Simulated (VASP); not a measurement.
Output of a VASP run:

OUTCAR:
```
 ion  position               nearest neighbor table
   1  0.500  0.000  0.000-  32 2.50  46 2.50  54 2.50  62 2.50
   2  0.751  0.249  0.001-  32 2.49  33 2.49  44 2.49  55 2.50
   3  0.751  0.001  0.250-  34 2.49  32 2.49  38 2.49  49 2.50
   4  0.000  0.000  1.000-  44 2.49  63 2.49  38 2.49  35 2.49
   5  0.250  0.250  1.000-  54 2.49  35 2.49  60 2.49  36 2.50
   6  0.500  0.500  0.000-  36 2.49  37 2.49  55 2.49  61 2.49
   7  0.751  0.751  0.999-  62 2.49  56 2.49  38 2.49  37 2.50
   8  0.250  1.000  0.250-  35 2.49  46 2.49  57 2.49  39 2.50
   9  0.497  0.250  0.251-  39 2.48  36 2.48  32 2.50  40 2.54
  10  0.750  0.503  0.250-  41 2.48  37 2.48  33 2.50  40 2.54
  11  0.500  0.000  0.500-  39 2.49  42 2.49  49 2.49  59 2.49
  12  0.750  0.250  0.503-  42 2.48  43 2.48  34 2.50  40 2.54
  13  0.751  0.999  0.751-  53 2.49  62 2.49  44 2.49  42 2.50
  14  1.000  0.500  0.000-  33 2.50  45 2.50  56 2.50  60 2.50
  15  0.249  0.751  0.001-  45 2.49  46 2.49  63 2.49  61 2.50
  16  0.999  0.250  0.250-  33 2.49  34 2.49  35 2.49  47 2.50
  17  0.250  0.497  0.250-  36 2.48  47 2.48  45 2.50  48 2.54
  18  0.503  0.750  0.250-  49 2.48  37 2.48  46 2.50  48 2.54
  19  1.000  0.000  0.500-  53 2.50  34 2.50  50 2.50  57 2.50
  20  0.250  0.250  0.497-  39 2.48  47 2.48  50 2.50  51 2.54
  21  0.750  0.750  0.497-  49 2.48  41 2.48  53 2.50  52 2.54
  22  0.249  0.001  0.751-  50 2.49  54 2.49  63 2.49  59 2.50
  23  0.503  0.250  0.750-  55 2.48  42 2.48  54 2.50  51 2.54
  24  0.750  0.497  0.750-  55 2.48  43 2.48  56 2.50  52 2.54
  25  0.001  0.751  0.250-  57 2.49  45 2.49  38 2.49  41 2.50
  26  0.000  0.500  0.500-  47 2.49  58 2.49  41 2.49  43 2.49
  27  0.250  0.750  0.503-  59 2.48  58 2.48  57 2.50  48 2.54
  28  0.001  0.249  0.751-  50 2.49  60 2.49  44 2.49  43 2.50
  29  0.250  0.503  0.750-  58 2.48  61 2.48  60 2.50  51 2.54
  30  0.497  0.750  0.750-  61 2.48  59 2.48  62 2.50  52 2.54
  31  0.999  0.751  0.751-  53 2.49  56 2.49  63 2.49  58 2.50
  32  0.625  0.126  0.126-   2 2.49   3 2.49   1 2.50   9 2.50
  33  0.874  0.375  0.126-  16 2.49   2 2.49  14 2.50  10 2.50
  34  0.874  0.126  0.375-   3 2.49  16 2.49  19 2.50  12 2.50
  35  0.125  0.125  0.125-   5 2.49   8 2.49  16 2.49   4 2.49
  36  0.375  0.375  0.124-  17 2.48   9 2.48   6 2.49   5 2.50
  37  0.625  0.625  0.124-  10 2.48  18 2.48   6 2.49   7 2.50
  38  0.875  0.875  0.125-   4 2.49   7 2.49  25 2.49   3 2.49
  39  0.375  0.124  0.375-  20 2.48   9 2.48  11 2.49   8 2.50
  40  0.621  0.379  0.379-  64 2.42   9 2.54  10 2.54  12 2.54
  41  0.876  0.625  0.375-  10 2.48  21 2.48  26 2.49  25 2.50
  42  0.625  0.124  0.625-  12 2.48  23 2.48  11 2.49  13 2.50
  43  0.876  0.375  0.625-  12 2.48  24 2.48  26 2.49  28 2.50
  44  0.875  0.125  0.875-   4 2.49  13 2.49  28 2.49   2 2.49
  45  0.126  0.625  0.126-  15 2.49  25 2.49  14 2.50  17 2.50
  46  0.375  0.874  0.126-  15 2.49   8 2.49  18 2.50   1 2.50
  47  0.124  0.375  0.375-  17 2.48  20 2.48  26 2.49  16 2.50
  48  0.379  0.621  0.379-  64 2.42  18 2.54  17 2.54  27 2.54
  49  0.625  0.876  0.375-  18 2.48  21 2.48  11 2.49   3 2.50
  50  0.126  0.126  0.625-  22 2.49  28 2.49  20 2.50  19 2.50
  51  0.379  0.379  0.622-  64 2.42  20 2.54  29 2.54  23 2.54
  52  0.621  0.621  0.622-  64 2.42  21 2.54  24 2.54  30 2.54
  53  0.874  0.874  0.625-  31 2.49  13 2.49  19 2.50  21 2.50
  54  0.375  0.126  0.874-   5 2.49  22 2.49  23 2.50   1 2.50
  55  0.625  0.375  0.876-  23 2.48  24 2.48   6 2.49   2 2.50
  56  0.874  0.625  0.874-   7 2.49  31 2.49  24 2.50  14 2.50
  57  0.126  0.874  0.375-  25 2.49   8 2.49  27 2.50  19 2.50
  58  0.124  0.625  0.625-  29 2.48  27 2.48  26 2.49  31 2.50
  59  0.375  0.876  0.625-  27 2.48  30 2.48  11 2.49  22 2.50
  60  0.126  0.375  0.874-  28 2.49   5 2.49  29 2.50  14 2.50
  61  0.375  0.625  0.876-  30 2.48  29 2.48   6 2.49  15 2.50
  62  0.625  0.874  0.874-   7 2.49  13 2.49  30 2.50   1 2.50
  63  0.125  0.875  0.875-   4 2.49  22 2.49  31 2.49  15 2.49
  64  0.500  0.500  0.500-  52 2.42  51 2.42  48 2.42  40 2.42
 Subroutine IBZKPT returns following result:
 Found      1 irreducible k-points:

 Following reciprocal coordinates:
            Coordinates               Weight
  0.000000  0.000000  0.000000      1.000000
 Subroutine IBZKPT_HF returns following result:
   k-points           NKPTS =      1   k-points in BZ     NKDIM =      1   number of bands    NBANDS=    161
   number of dos      NEDOS =    301   number of ions     NIONS =     64
   total plane-waves  NPLWV = 175616
   dimension x,y,z NGX =    56 NGY =   56 NGZ =   56
   dimension x,y,z NGXF=   112 NGYF=  112 NGZF=  112
   ions per type =              31  32   1
   PREC   = normal    normal or accurate (medium, high low for compatibility)
   ISTART =      1    job   : 0-new  1-cont  2-samecut
...
```

File OSZICAR:
```
       N       E                     dE             d eps       ncg     rms          rms(c)
DAV:   1    -0.316710371204E+03   -0.31671E+03   -0.22241E+01   322   0.125E+01    0.140E+01
DAV:   2    -0.316855225217E+03   -0.14485E+00   -0.59415E-01   355   0.117E+00    0.930E+00
DAV:   3    -0.316800118289E+03    0.55107E-01   -0.34679E-02   363   0.333E-01    0.546E+00
DAV:   4    -0.316779652325E+03    0.20466E-01   -0.15483E-02   372   0.207E-01    0.309E+00
DAV:   5    -0.316773204726E+03    0.64476E-02   -0.43943E-03   372   0.106E-01    0.174E+00
DAV:   6    -0.316770946833E+03    0.22579E-02   -0.94156E-04   356   0.554E-02    0.972E-01
DAV:   7    -0.316770159830E+03    0.78700E-03   -0.29808E-04   348   0.337E-02    0.535E-01
DAV:   8    -0.316769907874E+03    0.25196E-03   -0.11248E-04   339   0.211E-02    0.290E-01
DAV:   9    -0.316769835637E+03    0.72238E-04   -0.36872E-05   275   0.126E-02    0.156E-01
DAV:  10    -0.316769819153E+03    0.16484E-04   -0.13291E-05   203   0.807E-03    0.852E-02
DAV:  11    -0.316769818413E+03    0.73994E-06   -0.54543E-06   203   0.502E-03
   1 F= -.31676982E+03 E0= -.31676982E+03  d E =-.233259E-14
```

**OUTCAR**
```
------------------------ aborting loop because EDIFF is reached ----------------------------------------
  volume of cell :     1529.70
      direct lattice vectors                 reciprocal lattice vectors
    11.522210421  0.000000000  0.000000000     0.086788903  0.000000000  0.000000000
     0.000000000 11.522210421  0.000000000     0.000000000  0.086788903  0.000000000
     0.000000000  0.000000000 11.522210421     0.000000000  0.000000000  0.086788903
  FREE ENERGIE OF THE ION-ELECTRON SYSTEM (eV)
  ---------------------------------------------------
  free  energy   TOTEN  =      -316.7698184126 eV

  energy  without entropy=     -316.7698184126  energy(sigma->0) =     -316.76981841

  exchange ACFDT corr.  =         0.00000000  see jH, gK, PRB 81, 115126
```
(Selected blocks of OUTCAR.)

POSCAR:
```
Ga31As32Si
1
   11.5222104212     0.0000000000     0.0000000000
    0.0000000000    11.5222104212     0.0000000000
    0.0000000000     0.0000000000    11.5222104212
Ga As Si
31 32 1
Direct
  0.5000245683   0.0002221491   0.0003316592
  0.7505719660   0.2492943901   0.0010142495
  0.7505850437   0.0007210363   0.2495951221
  0.0000148057   0.0000289704   0.9999953645
  0.2496120816   0.2495146757   0.9995976294
  0.4999534607   0.4999522879   0.0002311466
  0.7505476310   0.7506170699   0.9993170064
  0.2495922392   0.9996522379   0.2496091092
  0.4972040997   0.2504390962   0.2505026895
  0.7498064248   0.5031383760   0.2503039840
  0.4999743080   0.0000899512   0.4999705094
  0.7498778164   0.2501694374   0.5032154454
  0.7505769834   0.9993057694   0.7505747085
  0.9999103852   0.4999856336   0.0003752313
  0.2493650200   0.7506919270   0.0009608031
  0.9994034275   0.2495447586   0.2495511958
  0.2502627084   0.4970829336   0.2503166916
  0.5030244845   0.7498873942   0.2503119521
  0.9998151353   0.0000016058   0.5000533767
  0.2501353559   0.2501539740   0.4971041327
  0.7497017237   0.7497288546   0.4971880255
  0.2494222463   0.0007721049   0.7506313958
  0.5030943851   0.2501064273   0.7501042521
  0.7499783282   0.4969373787   0.7500896354
  0.0007078197   0.7507049019   0.2495843649
  0.0000686904   0.5000008258   0.4999670378
  0.2500686066   0.7500457740   0.5031336599
  0.0008237566   0.2493648156   0.7506719265
  0.2498861948   0.5031079855   0.7501103342
  0.4968686344   0.7500540497   0.7502246239
  0.9991866934   0.7507193240   0.7505170125
  0.6246177621   0.1259493365   0.1262130559
  0.8740703549   0.3753295897   0.1261078655
  0.8741410426   0.1259536269   0.3753607155
  0.1248964693   0.1249398934   0.1249400144
  0.3748231065   0.3747810719   0.1243869381
  0.6252246835   0.6253081130   0.1242188846
  0.8751114054   0.8751691871   0.1249218680
  0.3748387319   0.1243418609   0.3748509948
  0.6214109287   0.3789287270   0.3790351792
  0.8758607612   0.6253295667   0.3748377204
  0.6252070406   0.1241164476   0.6253024158
  0.8759824276   0.3747526902   0.6253535295
  0.8751051764   0.1248773774   0.8751647774
  0.1258255400   0.6247038766   0.1260580682
  0.3753377608   0.8742750358   0.1260558681
  0.1242485426   0.3747648756   0.3747884313
  0.3787397932   0.6214065479   0.3789452678
  0.6252671048   0.8758601309   0.3748555913
  0.1257994664   0.1257460483   0.6247034360
  0.3785704736   0.3787310135   0.6215759137
  0.6211839190   0.6212992912   0.6216919267
  0.8740232630   0.8741741218   0.6246808513
  0.3752758914   0.1258327306   0.8743303946
  0.6253625555   0.3746791547   0.8761093237
  0.8742617723   0.6247718974   0.8742901425
  0.1258689123   0.8743523409   0.3753534150
  0.1240651556   0.6253374969   0.6252906869
  0.3747766842   0.8759761013   0.6253099678
  0.1257955948   0.3752690839   0.8744431767
  0.3746009191   0.6253072020   0.8761110562
  0.6247075052   0.8743603760   0.8743453524
  0.1248741380   0.8751620688   0.8751320285
  0.4999070928   0.5000840014   0.5003708668
```

**Question.** Write an INCAR and KPOINTS that could have produced this output.

**Answer.** One answer among several that fit: the input of the run itself, HSE06 screened hybrid, plane waves, VASP's PBE PAW potentials (set 64).

File KPOINTS:
```
Automatic mesh
0
Gamma
1 1 1
0 0 0
```

INCAR:
```
! general
SYSTEM    =  Ga31As32Si
PREC      =  Normal
ENCUT     =  400
LREAL     =  Auto   ! projection in real space or not
LASPH     =  T   ! aspherical one-centre terms
ISYM      =  0
NELECT    =  256.0

! electronic loop
EDIFF     =  1E-5
NELM      =  50
NELMIN    =  4
ALGO      =  Normal   ! blocked Davidson
LMAXMIX   =  4   ! l cut-off of mixed one-centre charges

! smearing
ISMEAR    =  0   ! Gaussian
SIGMA     =  0.05   ! width (eV)

! functional
GGA       =  PE   ! PBE
LHFCALC   =  T
AEXX      =  0.25
HFSCREEN  =  0.2
PRECFOCK  =  Fast

! ions
ISIF      =  0

! output
LWAVE     =  F
LCHARG    =  F
```

POTCAR, in this order: Ga As Si (PBE.64 set). Program: vasp_gam. Read from the step before: WAVECAR.

The cell is charged, with a uniform compensating background. The supercell is sampled at Γ alone, which is coarse: total energies, pressure and levels can be off, energies of defects by several tenths of an eV.

The cell is a supercell with a defect, built from GaAs (zinc blende): Si_Ga, charge +1. The cell's shape comes from a PBE relaxation. The run is not spin-polarised, so no state with unpaired spins was tried.
